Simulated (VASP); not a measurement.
These are PBEsol GGA, VASP's PBE PAW potentials (set 64) (plane waves; VASP) values and carry that method's errors.

A VASP calculation is set up with these files.

File POSCAR:
```
PbO
1
    3.2980915298     0.0000000000     0.0000000000
   -1.6490457651     2.8562315657     0.0000000000
    0.0000000000     0.0000000000     6.3401368887
Pb O
2 2
Direct
  0.0000000000   0.0000000000   0.0000000000
  0.0000000000   0.0000000000   0.5000000000
  0.3333330000   0.6666670000   0.2500000000
  0.6666670000   0.3333330000   0.7500000000
```

**INCAR**
```
ALGO = Normal
EDIFF = 1E-6
EDIFFG = -0.02
ENCUT = 620
GGA = PS
IBRION = 2
ISIF = 3
ISMEAR = 1
LASPH = .True.
LCHARG = .False.
LMAXMIX = 4
LREAL = .False.
LWAVE = .False.
NELM = 100
NSW = 40
PREC = Accurate
PSTRESS = 300
SIGMA = 0.1
SYSTEM = PbO
```

**KPOINTS**
```
Automatic mesh
0
Gamma
11 11 5
0 0 0
```

POTCAR, in this order: Pb_d O (PBE.64 set). Program: vasp_std.

Energy and stress use the plane-wave basis of the starting cell. Unless said otherwise, spin-orbit coupling is left out, though it shifts the bands of the heavy elements here.

### Question
Predict the energy per atom (σ→0), volume per atom, band gap (on the k-mesh).

### Answer

```
Property                                                    Result
------------------------  ----------------------------------------
energy per atom (σ→0)                               -5.197 eV/atom
band gap (on the k-mesh)  none (metal, semimetal or under 0.01 eV)
volume per atom                                     14.13 Å^3/atom
```

OSZICAR:
```
...
DAV:   1    -0.208220145962E+02   -0.52540E-02   -0.19737E+00  2496   0.128E+01    0.104E+00
DAV:   2    -0.207982408376E+02    0.23774E-01   -0.89572E-02  3392   0.345E+00    0.569E-01
DAV:   3    -0.207881484064E+02    0.10092E-01   -0.13239E-02  3424   0.195E+00    0.227E-01
DAV:   4    -0.207866498566E+02    0.14985E-02   -0.49096E-03  3560   0.795E-01    0.423E-02
DAV:   5    -0.207866649562E+02   -0.15100E-04   -0.67403E-04  3016   0.382E-01    0.160E-02
DAV:   6    -0.207866617708E+02    0.31854E-05   -0.41591E-05  3728   0.923E-02    0.637E-03
DAV:   7    -0.207866618101E+02   -0.39267E-07   -0.48353E-06  2288   0.217E-02
   6 F= -.10207290E+02 E0= -.10207465E+02  d E =-.128767E-01
```

The structure was generated: PbO was put into the NiAs type type (P6_3/mmc), which need not be its known phase. This run relaxes it under an external pressure of 30 GPa. Symmetry was kept, so distortions that lower it aren't found.
